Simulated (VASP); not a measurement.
```
PbSe
1.0
    0.00000     3.06000     3.06000
    3.06000     0.00000     3.06000
    3.06000     3.06000     0.00000
Pb Se
1 1
Direct
  0.00000   0.00000   0.00000
  0.50000   0.50000   0.50000
```

All values below come from PBE GGA, VASP's PBE PAW potentials (set 64) (plane waves; VASP 6.6.1). Settings: 750 eV cut-off, 7×7×7 Γ-centred mesh, Gaussian smearing of 0.050 eV, potentials Pb_d Se.

Predict the energy per atom (σ→0), pressure.

energy per atom (σ→0): -4.090 eV/atom
pressure: 2.42 GPa

Only differences to runs with the same potentials and settings are physical.

The compound is PbSe in the rock salt structure. The cell was not relaxed at this level. The run is one of a series of settings (ENCUT = 750 against the base run), some of them coarse on purpose.
